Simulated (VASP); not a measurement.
Method: r2SCAN meta-GGA, VASP's PBE PAW potentials (set 64) (plane waves; VASP).

A VASP calculation is set up with these files.

**KPOINTS**
```
Automatic
0
G
7 7 1
```

**INCAR**
```
# general
SYSTEM  = Ge
PREC    = Accurate
ENCUT   = 400
LREAL   = .FALSE.
LASPH   = .TRUE.

# electronic loop
EDIFF   = 1E-6
NELM    = 100
ALGO    = Normal
LMAXMIX = 4
LMIXTAU = .TRUE.

# smearing
ISMEAR  = 0
SIGMA   = 0.05

# functional
METAGGA = R2SCAN

# ions
IBRION  = 2
NSW     = 60
ISIF    = 4
EDIFFG  = -0.01

# output
LWAVE   = .FALSE.
LCHARG  = .FALSE.
```

### POSCAR
```
Ge
1.0
  4.1057999265   0.0000001838   0.0000000000
 -2.0528992315   3.5557268217   0.0000000000
  0.0000000000   0.0000000000  13.1287390833
Ge
2
direct
  0.6666670000   0.3333330000   0.5299580995
  0.3333330000   0.6666670000   0.4700419005
```

POTCAR, in this order: Ge_d (PBE.64 set). Program: vasp_std.

The resulting files:

File OSZICAR:
```
...
DAV:   4    -0.265162367636E+02    0.15581E+00   -0.26103E-01   304   0.623E+00    0.245E-01
DAV:   5    -0.265642553890E+02   -0.48019E-01   -0.36284E-02   358   0.134E+00    0.189E-01
DAV:   6    -0.265322782809E+02    0.31977E-01   -0.20502E-02   296   0.902E-01    0.627E-02
DAV:   7    -0.265605220403E+02   -0.28244E-01   -0.13906E-02   300   0.769E-01    0.354E-02
DAV:   8    -0.265619832250E+02   -0.14612E-02   -0.18622E-03   300   0.317E-01    0.309E-02
DAV:   9    -0.265724268009E+02   -0.10444E-01   -0.28786E-03   314   0.502E-01    0.197E-02
DAV:  10    -0.265655379857E+02    0.68888E-02   -0.38763E-03   370   0.467E-01    0.136E-02
DAV:  11    -0.265683145278E+02   -0.27765E-02   -0.10540E-03   354   0.247E-01    0.109E-02
DAV:  12    -0.265651836976E+02    0.31308E-02   -0.90739E-04   350   0.266E-01    0.757E-03
DAV:  13    -0.265657574949E+02   -0.57380E-03   -0.13360E-03   366   0.265E-01    0.659E-03
DAV:  14    -0.265663317637E+02   -0.57427E-03   -0.71303E-04   366   0.186E-01    0.393E-03
DAV:  15    -0.265663952826E+02   -0.63519E-04   -0.12407E-04   302   0.983E-02    0.150E-03
DAV:  16    -0.265665830194E+02   -0.18774E-03   -0.92034E-05   304   0.715E-02    0.134E-03
DAV:  17    -0.265666170384E+02   -0.34019E-04   -0.16778E-05   224   0.347E-02    0.571E-04
DAV:  18    -0.265666199103E+02   -0.28719E-05   -0.92609E-06   236   0.273E-02    0.406E-04
DAV:  19    -0.265666313459E+02   -0.11436E-04   -0.57159E-06   236   0.213E-02    0.169E-04
DAV:  20    -0.265666299008E+02    0.14451E-05   -0.51927E-07   230   0.782E-03    0.110E-04
DAV:  21    -0.265666307700E+02   -0.86921E-06   -0.39975E-07   226   0.658E-03
   4 F= -.26566631E+02 E0= -.26566631E+02  d E =-.940361E-01
       N       E                     dE             d eps       ncg     rms          rms(c)
DAV:   1    -0.267667020994E+02   -0.20007E+00   -0.23138E+01   306   0.481E+01    0.293E+00
DAV:   2    -0.266680443150E+02    0.98658E-01   -0.88919E-01   288   0.142E+01    0.183E+00
DAV:   3    -0.265445096293E+02    0.12353E+00   -0.31304E-01   332   0.693E+00    0.175E-01
DAV:   4    -0.266012516438E+02   -0.56742E-01   -0.13153E-01   290   0.482E+00    0.169E-01
DAV:   5    -0.265913471010E+02    0.99045E-02   -0.16429E-02   352   0.111E+00    0.137E-01
DAV:   6    -0.266026789107E+02   -0.11332E-01   -0.12298E-02   288   0.873E-01    0.589E-02
DAV:   7    -0.265934648210E+02    0.92141E-02   -0.86148E-03   300   0.607E-01    0.317E-02
DAV:   8    -0.265918079704E+02    0.16569E-02   -0.36636E-03   296   0.410E-01    0.285E-02
DAV:   9    -0.265921081332E+02   -0.30016E-03   -0.11714E-03   300   0.299E-01    0.122E-02
DAV:  10    -0.265912409037E+02    0.86723E-03   -0.29759E-03   362   0.323E-01    0.227E-02
DAV:  11    -0.265924280310E+02   -0.11871E-02   -0.84710E-04   344   0.218E-01    0.132E-02
DAV:  12    -0.265923167487E+02    0.11128E-03   -0.10532E-03   352   0.244E-01    0.102E-02
DAV:  13    -0.265929235901E+02   -0.60684E-03   -0.81480E-04   352   0.200E-01    0.594E-03
DAV:  14    -0.265924950209E+02    0.42857E-03   -0.40503E-04   288   0.179E-01    0.416E-03
DAV:  15    -0.265930355451E+02   -0.54052E-03   -0.28448E-04   288   0.127E-01    0.338E-03
DAV:  16    -0.265931737980E+02   -0.13825E-03   -0.26190E-05   228   0.421E-02    0.348E-03
DAV:  17    -0.265932253742E+02   -0.51576E-04   -0.81214E-06   228   0.295E-02    0.183E-03
DAV:  18    -0.265932267194E+02   -0.13452E-05   -0.29972E-06   228   0.175E-02    0.419E-04
DAV:  19    -0.265932328243E+02   -0.61049E-05   -0.24710E-06   228   0.160E-02    0.720E-04
DAV:  20    -0.265932334443E+02   -0.62004E-06   -0.54283E-07   226   0.778E-03
   5 F= -.26593233E+02 E0= -.26593233E+02  d E =-.120639E+00
       N       E                     dE             d eps       ncg     rms          rms(c)
DAV:   1    -0.265936125578E+02   -0.37973E-03   -0.46891E-02   308   0.203E+00    0.131E-01
DAV:   2    -0.265932438858E+02    0.36867E-03   -0.16398E-03   332   0.694E-01    0.824E-02
DAV:   3    -0.265926222878E+02    0.62160E-03   -0.95072E-04   378   0.386E-01    0.736E-03
DAV:   4    -0.265930574825E+02   -0.43519E-03   -0.79509E-04   300   0.285E-01    0.769E-03
DAV:   5    -0.265931442077E+02   -0.86725E-04   -0.19204E-05   330   0.418E-02    0.748E-03
DAV:   6    -0.265931285212E+02    0.15687E-04   -0.13258E-06   252   0.142E-02    0.678E-03
DAV:   7    -0.265932369394E+02   -0.10842E-03   -0.23375E-05   228   0.441E-02    0.570E-03
DAV:   8    -0.265932412298E+02   -0.42905E-05   -0.62467E-06   228   0.240E-02    0.467E-03
DAV:   9    -0.265931329318E+02    0.10830E-03   -0.19888E-05   228   0.430E-02    0.120E-03
DAV:  10    -0.265932426062E+02   -0.10967E-03   -0.21425E-05   232   0.381E-02    0.617E-03
DAV:  11    -0.265932550084E+02   -0.12402E-04   -0.31602E-06   236   0.166E-02    0.430E-03
DAV:  12    -0.265932334355E+02    0.21573E-04   -0.51645E-06   228   0.188E-02    0.168E-03
DAV:  13    -0.265932540224E+02   -0.20587E-04   -0.58761E-06   228   0.184E-02    0.198E-03
DAV:  14    -0.265932543601E+02   -0.33772E-06   -0.23280E-06   228   0.122E-02
   6 F= -.26593254E+02 E0= -.26593254E+02  d E =-.120660E+00
       N       E                     dE             d eps       ncg     rms          rms(c)
DAV:   1    -0.265948958826E+02   -0.16419E-02   -0.43034E-02   380   0.198E+00    0.217E-01
DAV:   2    -0.265938557046E+02    0.10402E-02   -0.19197E-03   300   0.937E-01    0.135E-01
DAV:   3    -0.265927477358E+02    0.11080E-02   -0.17840E-03   400   0.630E-01    0.145E-02
DAV:   4    -0.265933336013E+02   -0.58587E-03   -0.77137E-04   288   0.333E-01    0.125E-02
DAV:   5    -0.265933931974E+02   -0.59596E-04   -0.40752E-05   364   0.680E-02    0.956E-03
DAV:   6    -0.265932302079E+02    0.16299E-03   -0.55533E-05   298   0.715E-02    0.293E-03
DAV:   7    -0.265934056346E+02   -0.17543E-03   -0.43986E-05   298   0.512E-02    0.348E-03
DAV:   8    -0.265933225918E+02    0.83043E-04   -0.25130E-05   232   0.398E-02    0.224E-03
DAV:   9    -0.265934049397E+02   -0.82348E-04   -0.38483E-05   232   0.519E-02    0.256E-03
DAV:  10    -0.265934165182E+02   -0.11579E-04   -0.12522E-05   238   0.308E-02    0.219E-03
DAV:  11    -0.265934189940E+02   -0.24758E-05   -0.12817E-05   234   0.303E-02    0.633E-04
DAV:  12    -0.265934205852E+02   -0.15912E-05   -0.75543E-06   236   0.244E-02    0.151E-03
DAV:  13    -0.265934196992E+02    0.88593E-06   -0.72908E-06   226   0.264E-02
   7 F= -.26593420E+02 E0= -.26593420E+02  d E =-.165339E-03
       N       E                     dE             d eps       ncg     rms          rms(c)
DAV:   1    -0.265953543398E+02   -0.19338E-02   -0.55117E-02   384   0.225E+00    0.245E-01
DAV:   2    -0.265940467292E+02    0.13076E-02   -0.24851E-03   304   0.106E+00    0.153E-01
DAV:   3    -0.265926318435E+02    0.14149E-02   -0.22364E-03   384   0.721E-01    0.159E-02
DAV:   4    -0.265933624441E+02   -0.73060E-03   -0.10340E-03   292   0.388E-01    0.141E-02
DAV:   5    -0.265934382214E+02   -0.75777E-04   -0.48107E-05   364   0.777E-02    0.113E-02
DAV:   6    -0.265932631676E+02    0.17505E-03   -0.57534E-05   306   0.752E-02    0.358E-03
DAV:   7    -0.265934548495E+02   -0.19168E-03   -0.57380E-05   298   0.590E-02    0.422E-03
DAV:   8    -0.265933207354E+02    0.13411E-03   -0.35280E-05   240   0.471E-02    0.267E-03
DAV:   9    -0.265934595704E+02   -0.13883E-03   -0.48379E-05   246   0.593E-02    0.309E-03
DAV:  10    -0.265934699313E+02   -0.10361E-04   -0.16152E-05   238   0.354E-02    0.267E-03
DAV:  11    -0.265934654243E+02    0.45070E-05   -0.15905E-05   234   0.346E-02    0.880E-04
DAV:  12    -0.265934833517E+02   -0.17927E-04   -0.82712E-06   236   0.263E-02    0.196E-03
DAV:  13    -0.265934797415E+02    0.36102E-05   -0.70115E-06   228   0.271E-02    0.381E-04
DAV:  14    -0.265935019623E+02   -0.22221E-04   -0.18077E-06   246   0.121E-02    0.726E-04
DAV:  15    -0.265935046817E+02   -0.27194E-05   -0.11454E-06   232   0.966E-03    0.135E-04
DAV:  16    -0.265935042363E+02    0.44542E-06   -0.79815E-07   222   0.793E-03
   8 F= -.26593504E+02 E0= -.26593504E+02  d E =-.249876E-03
```

### OUTCAR
```
------------------------ aborting loop because EDIFF is reached ----------------------------------------
  FORCE on cell =-STRESS in cart. coord.  units (eV):
  Direction    XX          YY          ZZ          XY          YZ          ZX
  --------------------------------------------------------------------------------------
  Total       -0.0432974     -0.0432974     -0.0654028     -0.0000000     -0.0000000      0.0000000
  in kB       -0.3619290     -0.3619289     -0.5467107     -0.0000001     -0.0000000      0.0000000
  external PRESSURE =      -0.4235229 kB  Pullay stress =       0.0000000 kB
  volume of cell :      191.67
      direct lattice vectors                 reciprocal lattice vectors
     3.984941363  0.000000035 -0.000000000     0.250944720  0.144882963  0.000000000
    -1.992470096  3.451060349  0.000000000    -0.000000003  0.289766012 -0.000000000
    -0.000000000  0.000000000 13.937173532     0.000000000  0.000000000  0.071750560
 POSITION                                       TOTAL-FORCE (eV/Angst)
 -----------------------------------------------------------------------------------
      1.99247      1.15035      7.28582         0.000000      0.000000      0.002216
     -0.00000      2.30071      6.65135        -0.000000     -0.000000     -0.002216
 -----------------------------------------------------------------------------------
    total drift:                                0.000000      0.000000      0.000000
  FREE ENERGIE OF THE ION-ELECTRON SYSTEM (eV)
  ---------------------------------------------------
  free  energy   TOTEN  =       -26.5935042363 eV

  energy  without entropy=      -26.5935042363  energy(sigma->0) =      -26.59350424

 reached required accuracy - stopping structural energy minimisation
```
(Selected blocks of OUTCAR.)

CONTCAR:
```
Ge
   1.00000000000000
     3.9849413634530544    0.0000000350128871   -0.0000000000000001
    -1.9924700956842805    3.4510603489384568    0.0000000000000000
    -0.0000000000000003    0.0000000000000001   13.9371735324766242
  Ge
     2
Direct
     0.6666669999999968    0.3333330000000032    0.5227616595520476
     0.3333330000000032    0.6666669999999968    0.4772383404479525
```

The cell holds a wide vacuum, so values per volume refer to the whole cell.

The cell is a sheet with vacuum, built from a generated structure.
